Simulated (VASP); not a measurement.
OSZICAR of a VASP run on ZnS (wurtzite):

**OSZICAR**
```
       N       E                     dE             d eps       ncg     rms          rms(c)
DAV:   1     0.271287502872E+03    0.27129E+03   -0.10085E+04  5262   0.557E+02
DAV:   2     0.229037192954E+02   -0.24838E+03   -0.20843E+03  4872   0.175E+02
DAV:   3    -0.149010664809E+02   -0.37805E+02   -0.36344E+02  5550   0.613E+01
DAV:   4    -0.159761933674E+02   -0.10751E+01   -0.10724E+01  5520   0.111E+01
DAV:   5    -0.159803108523E+02   -0.41175E-02   -0.41172E-02  5384   0.688E-01    0.102E+01
DAV:   6    -0.152299988826E+02    0.75031E+00   -0.35578E-01  6760   0.160E+01    0.765E+00
DAV:   7    -0.151706012692E+02    0.59398E-01   -0.16988E-01  6048   0.244E+00    0.338E+00
DAV:   8    -0.151644311582E+02    0.61701E-02   -0.10989E-02  6028   0.123E+00    0.544E-01
DAV:   9    -0.151636073048E+02    0.82385E-03   -0.33217E-03  5360   0.189E-01    0.807E-02
DAV:  10    -0.151636840598E+02   -0.76755E-04   -0.32461E-04  5558   0.459E-02    0.811E-02
DAV:  11    -0.151637316072E+02   -0.47547E-04   -0.52366E-06  5334   0.941E-03    0.322E-02
DAV:  12    -0.151637655152E+02   -0.33908E-04   -0.18921E-05  5300   0.132E-02    0.358E-03
DAV:  13    -0.151637660868E+02   -0.57157E-06   -0.92379E-07  5656   0.334E-03    0.210E-03
DAV:  14    -0.151637661613E+02   -0.74505E-07   -0.76896E-08  5044   0.918E-04
   1 F= -.15163766E+02 E0= -.15163766E+02  d E =-.379803E-16
 imaginary and real dielectric function
```

Question: Which electronic solver shows in the log?

Answer: It is blocked Davidson (ALGO = Normal, or the opening steps of other solvers). The INCAR had ALGO = Normal.

Question: Can the final energy be trusted as converged?

Answer: Self-consistency was reached. It stopped with EDIFF = 1E-7, NELM = 100 (PBEsol GGA, plane waves, VASP's PBE PAW potentials (set 64)). The dielectric response may not be converged in the k-mesh; for small gaps it tends to come out too large.

The compound is ZnS in the wurtzite structure, the high-temperature form. It was relaxed first.
